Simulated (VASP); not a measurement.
Method: PBE GGA, VASP's PBE PAW potentials (set 64) (plane waves; VASP 6.6.1).

A VASP calculation is set up with these files.

**INCAR**
```
! general
SYSTEM  = Te
PREC    = Accurate
ENCUT   = 400
LREAL   = .False.
LASPH   = .True.

! electronic loop
EDIFF   = 1E-6
NELM    = 100
ALGO    = Normal
LMAXMIX = 4

! smearing
ISMEAR  = 0
SIGMA   = 0.05

! functional
GGA     = PE

! ions
IBRION  = 2
NSW     = 60
ISIF    = 3
EDIFFG  = -0.02

! output
LWAVE   = .False.
LCHARG  = .False.
```

**KPOINTS**
```
Automatic
0
Gamma
 5 5 4
0 0 0
```

### POSCAR
```
Te
1.0
  4.5206459056   0.0000000000   0.0000000000
 -2.2603229527   3.9149942036   0.0000000000
  0.0000000000   0.0000000000   5.9727364466
Te
3
Cartesian
  1.2054467044   0.0000000000   1.9909101580
 -0.6027233522   1.0439474710   3.9818262886
  1.6575996007   2.8710467326   0.0000000000
```

POTCAR, in this order: Te (PBE.64 set). Program: vasp_std.

The run wrote:

OSZICAR:
```
       N       E                     dE             d eps       ncg     rms          rms(c)
DAV:   1     0.697741628881E+02    0.69774E+02   -0.57479E+03   442   0.890E+02
DAV:   2    -0.443531803795E+01   -0.74209E+02   -0.71521E+02   591   0.145E+02
DAV:   3    -0.934701864878E+01   -0.49117E+01   -0.48821E+01   522   0.421E+01
DAV:   4    -0.944540598558E+01   -0.98387E-01   -0.98354E-01   598   0.726E+00
DAV:   5    -0.944644575138E+01   -0.10398E-02   -0.10398E-02   553   0.688E-01    0.115E+01
DAV:   6    -0.942955986635E+01    0.16886E-01   -0.20382E-02   467   0.969E-01    0.730E+00
DAV:   7    -0.942723205260E+01    0.23278E-02   -0.44173E-02   472   0.146E+00    0.310E-01
DAV:   8    -0.942649788246E+01    0.73417E-03   -0.80049E-03   442   0.569E-01    0.150E-01
DAV:   9    -0.942653890249E+01   -0.41020E-04   -0.22188E-04   530   0.116E-01    0.934E-02
DAV:  10    -0.942657446970E+01   -0.35567E-04   -0.51233E-05   481   0.519E-02    0.200E-02
DAV:  11    -0.942657149764E+01    0.29721E-05   -0.12326E-05   487   0.232E-02    0.594E-03
DAV:  12    -0.942657182808E+01   -0.33044E-06   -0.94136E-07   266   0.694E-03
   1 F= -.94265718E+01 E0= -.94265718E+01  d E =-.942657E+01
```

OUTCAR:
```
------------------------ aborting loop because EDIFF is reached ----------------------------------------
  FORCE on cell =-STRESS in cart. coord.  units (eV):
  Direction    XX          YY          ZZ          XY          YZ          ZX
  --------------------------------------------------------------------------------------
  Total        0.0214140      0.0214140     -0.0396380      0.0000000      0.0000000      0.0000000
  in kB        0.3245663      0.3245663     -0.6007819      0.0000000      0.0000000      0.0000000
  external PRESSURE =       0.0161169 kB  Pullay stress =       0.0000000 kB
  volume of cell :      105.71
      direct lattice vectors                 reciprocal lattice vectors
     4.520645906  0.000000000  0.000000000     0.221207328  0.127714110  0.000000000
    -2.260322953  3.914994204  0.000000000     0.000000000  0.255428220  0.000000000
     0.000000000  0.000000000  5.972736447     0.000000000  0.000000000  0.167427445
 POSITION                                       TOTAL-FORCE (eV/Angst)
 -----------------------------------------------------------------------------------
      1.20545      0.00000      1.99091         0.011260      0.000000     -0.000000
     -0.60272      1.04395      3.98183        -0.005630      0.009751      0.000000
      1.65760      2.87105      0.00000        -0.005630     -0.009751      0.000000
 -----------------------------------------------------------------------------------
    total drift:                                0.000258     -0.000348      0.000013
  FREE ENERGIE OF THE ION-ELECTRON SYSTEM (eV)
  ---------------------------------------------------
  free  energy   TOTEN  =        -9.4265718281 eV

  energy  without entropy=       -9.4265718281  energy(sigma->0) =       -9.42657183

 reached required accuracy - stopping structural energy minimisation
```
(Selected blocks of OUTCAR.)

Without a dispersion term in the relaxation, distances and binding between the weakly bound layers, chains or molecules are unreliable, and so is what depends on them.

The structure comes from a computed database's Te entry (P3_121); how it stands against other phases isn't given here. It was relaxed first. The start is the result of an earlier pass.
